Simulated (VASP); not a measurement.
A convergence study with VASP on NaI (rock salt): one setting is varied, all else stays as given below, so the limit is that of these other settings. Each run relaxes cell and ions; the cell shown is the tightest run's result. The basis is that of the starting cell, so low cut-offs carry a Pulay error.

```
CELL_PARAMETERS angstrom
      0.00000     3.26686     3.26686
      3.26686     0.00000     3.26686
      3.26686     3.26686     0.00000
ATOMIC_POSITIONS crystal
  Na 0.00000 0.00000 0.00000
  I  0.50000 0.50000 0.50000
```

Calculation: PBE GGA, VASP's PBE PAW potentials (set 64) (plane waves; VASP). The tightest run used: 700 eV cut-off, 6×6×6 Γ-centred mesh, Gaussian smearing of 0.050 eV, potentials Na_pv I.

The reference is ENCUT = 700, which took about 30 core-seconds. The timings are rough (shared machines, no repeats); factors under 2 mean little.

Q: Of the settings ENCUT = 200; ENCUT = 250; ENCUT = 300; ENCUT = 350; ENCUT = 400; ENCUT = 450; ENCUT = 500; ENCUT = 550; ENCUT = 600; ENCUT = 650; ENCUT = 700, which is the lowest that keeps the difference from the reference in relaxed volume (Å³/atom) within 0.05 from there on, and what does it cost?

A: ENCUT = 500; its cost over the reference is within a factor of 2.
```csv
setting,difference in relaxed volume (Å³/atom),cost over the reference
ENCUT = 200,6.548,about 1/3
ENCUT = 250,2.108,about 1/4
ENCUT = 300,0.157,about 1/3
ENCUT = 350,0.142,about 1/2
ENCUT = 400,0.268,within a factor of 2
ENCUT = 450,0.165,within a factor of 2
ENCUT = 500,0.040,within a factor of 2
ENCUT = 550,0.004,within a factor of 2
ENCUT = 600,0.015,within a factor of 2
ENCUT = 650,0.006,within a factor of 2
ENCUT = 700,0.000,reference
```

Left out are rungs that failed or repeat a setting and relaxations that didn't move; long series are thinned to 24 rows.

The compound is NaI in the rock salt structure.
